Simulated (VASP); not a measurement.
Calculation: vdW-DF2, VASP's PBE PAW potentials (set 64) (plane waves; VASP).

A VASP calculation is set up with these files.

**INCAR**
```
# general
SYSTEM    =  GaN
PREC      =  Accurate
ENCUT     =  520   # plane-wave cut-off (eV)
LREAL     =  .FALSE.   # projection in real space or not
LASPH     =  .TRUE.   # aspherical one-centre terms

# electronic loop
EDIFF     =  1E-7   # SCF stop (eV)
NELM      =  100   # most electronic steps
ALGO      =  Normal
LMAXMIX   =  4

# smearing
ISMEAR    =  -5   # tetrahedra, Bloechl

# functional
GGA       =  ML
LUSE_VDW  =  .TRUE.
AGGAC     =  0.0
ZAB_VDW   =  -1.8867

# ions
ISIF      =  2   # forces and stress, cell fixed

# output
LWAVE     =  .FALSE.
LCHARG    =  .TRUE.
LORBIT    =  11   # lm-projected
NEDOS     =  601

# other
LEFG      =  .TRUE.
```

**POSCAR**
```
GaN
1
    1.6420532259    -2.8441195747    -0.0000000000
    1.6420532259     2.8441195747     0.0000000000
    0.0000000000     0.0000000000     5.3628623584
Ga N
2 2
Direct
  0.6666670000   0.3333330000   0.5003401188
  0.3333330000   0.6666670000   0.0003401188
  0.6666670000   0.3333330000   0.8766598812
  0.3333330000   0.6666670000   0.3766598812
```

### KPOINTS
```
Automatic mesh
0
Gamma
9 9 5
0 0 0
```

POTCAR, in this order: Ga_d N (PBE.64 set). Program: vasp_std.

Problem. Estimate the energy per atom (σ→0), band gap (on the k-mesh).

Solution. 
```yaml
energy per atom (σ→0): -322.1 kJ/mol of atoms
band gap (on the k-mesh): 1.23 eV
```

**OSZICAR**
```
...
DAV:  12    -0.133521800823E+02   -0.46292E-04   -0.45292E-04  1728   0.160E-01    0.401E-02
DAV:  13    -0.133521807083E+02   -0.62591E-06   -0.97767E-06  2448   0.271E-02    0.394E-02
DAV:  14    -0.133521823756E+02   -0.16674E-05   -0.60395E-05  2510   0.845E-02    0.176E-02
DAV:  15    -0.133521796952E+02    0.26805E-05   -0.79895E-06  1900   0.250E-02    0.161E-02
DAV:  16    -0.133521791058E+02    0.58934E-06   -0.14791E-06  2228   0.819E-03    0.112E-02
DAV:  17    -0.133521788116E+02    0.29424E-06   -0.70753E-07  1858   0.664E-03    0.455E-03
DAV:  18    -0.133521788083E+02    0.32996E-08   -0.44760E-07  1728   0.423E-03
   1 F= -.13352179E+02 E0= -.13352179E+02  d E =0.000000E+00
```

The compound is GaN in the wurtzite structure. It was relaxed first, which changed the volume by +10 %.
